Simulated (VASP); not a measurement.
Output of a VASP run:

### OSZICAR
```
       N       E                     dE             d eps       ncg     rms          rms(c)
DAV:   1     0.442937795330E+03    0.44294E+03   -0.28530E+04  1120   0.149E+03
DAV:   2    -0.975413829980E+01   -0.45269E+03   -0.44239E+03  1236   0.385E+02
DAV:   3    -0.338450412321E+02   -0.24091E+02   -0.23943E+02  1294   0.778E+01
DAV:   4    -0.343654248425E+02   -0.52038E+00   -0.51917E+00  1227   0.111E+01
DAV:   5    -0.343794505978E+02   -0.14026E-01   -0.14020E-01  1311   0.178E+00    0.315E+01
DAV:   6    -0.322278603543E+02    0.21516E+01   -0.26860E+01  1086   0.261E+01    0.133E+01
DAV:   7    -0.316498847443E+02    0.57798E+00   -0.11670E+01  1126   0.172E+01    0.797E+00
DAV:   8    -0.313241132642E+02    0.32577E+00   -0.15402E+00  1306   0.672E+00    0.287E+00
DAV:   9    -0.313365097360E+02   -0.12396E-01   -0.16560E-01  1387   0.195E+00    0.136E+00
DAV:  10    -0.313273638764E+02    0.91459E-02   -0.76951E-02  1209   0.148E+00    0.368E-01
DAV:  11    -0.313272519798E+02    0.11190E-03   -0.29639E-03  1235   0.307E-01    0.235E-01
DAV:  12    -0.313270315195E+02    0.22046E-03   -0.92409E-04  1202   0.152E-01    0.853E-02
DAV:  13    -0.313270155285E+02    0.15991E-04   -0.17961E-04  1339   0.673E-02    0.162E-02
DAV:  14    -0.313270163817E+02   -0.85316E-06   -0.84254E-06  1103   0.163E-02
   1 F= -.31327016E+02 E0= -.31327016E+02  d E =-.313270E+02
```

File OUTCAR:
```
------------------------ aborting loop because EDIFF is reached ----------------------------------------
  FORCE on cell =-STRESS in cart. coord.  units (eV):
  Direction    XX          YY          ZZ          XY          YZ          ZX
  --------------------------------------------------------------------------------------
  Total        0.0369053      0.0369053      0.0289863      0.0000000     -0.0000000      0.0000000
  in kB        0.5383138      0.5383137      0.4228036      0.0000000     -0.0000000      0.0000000
  external PRESSURE =       0.4998103 kB  Pullay stress =       0.0000000 kB
  volume of cell :      109.84
      direct lattice vectors                 reciprocal lattice vectors
     3.191862599  0.000000000  0.000000000     0.313296694  0.180881949  0.000000000
    -1.595931299  2.764233812  0.000000000     0.000000000  0.361763898  0.000000000
     0.000000000  0.000000000 12.449313662     0.000000000  0.000000000  0.080325713
 POSITION                                       TOTAL-FORCE (eV/Angst)
 -----------------------------------------------------------------------------------
      1.59593      0.92141      9.33699         0.000000      0.000000     -0.000000
     -0.00000      1.84282      3.11233        -0.000000     -0.000000     -0.000000
      1.59593      0.92141      4.68182         0.000000     -0.000000      0.004302
     -0.00000      1.84282     10.90648        -0.000000      0.000000      0.004302
     -0.00000      1.84282      7.76749        -0.000000      0.000000     -0.004302
      1.59593      0.92141      1.54283         0.000000      0.000000     -0.004302
 -----------------------------------------------------------------------------------
    total drift:                                0.000835     -0.000482      0.001129
  FREE ENERGIE OF THE ION-ELECTRON SYSTEM (eV)
  ---------------------------------------------------
  free  energy   TOTEN  =       -31.3270163817 eV

  energy  without entropy=      -31.3270163817  energy(sigma->0) =      -31.32701638

 reached required accuracy - stopping structural energy minimisation
```
(Selected blocks of OUTCAR.)

File POSCAR:
```
MoS2
1
    3.1918625985    -0.0000000000     0.0000000000
   -1.5959312992     2.7642338115    -0.0000000000
    0.0000000000     0.0000000000    12.4493136620
Mo S
2 4
Direct
  0.6666670000   0.3333330000   0.7500000000
  0.3333330000   0.6666670000   0.2500000000
  0.6666670000   0.3333330000   0.3760706860
  0.3333330000   0.6666670000   0.8760706860
  0.3333330000   0.6666670000   0.6239293140
  0.6666670000   0.3333330000   0.1239293140
```

Task: Reconstruct the remaining input files.

Result: Several could match; the one computed here: the input of the run itself, optB88-vdW, plane waves, VASP's PBE PAW potentials (set 64).

File KPOINTS:
```
Automatic mesh
0
Gamma
7 7 2
0 0 0
```

INCAR:
```
SYSTEM = MoS2
PREC = Accurate; ENCUT = 480; LREAL = .FALSE.
LASPH = .TRUE.
EDIFF = 1E-6; NELM = 100; ALGO = Normal
LMAXMIX = 4
ISMEAR = 0; SIGMA = 0.05
GGA = BO; LUSE_VDW = .TRUE.; AGGAC = 0.0
PARAM1 = 0.1833333333; PARAM2 = 0.22
IBRION = 2; NSW = 60; ISIF = 3
EDIFFG = -0.02
LWAVE = .FALSE.; LCHARG = .FALSE.
```

POTCAR, in this order: Mo_sv S (PBE.64 set). Program: vasp_std.

The compound is MoS2 in the 2H layered structure. It was relaxed first. The start is the result of an earlier pass.
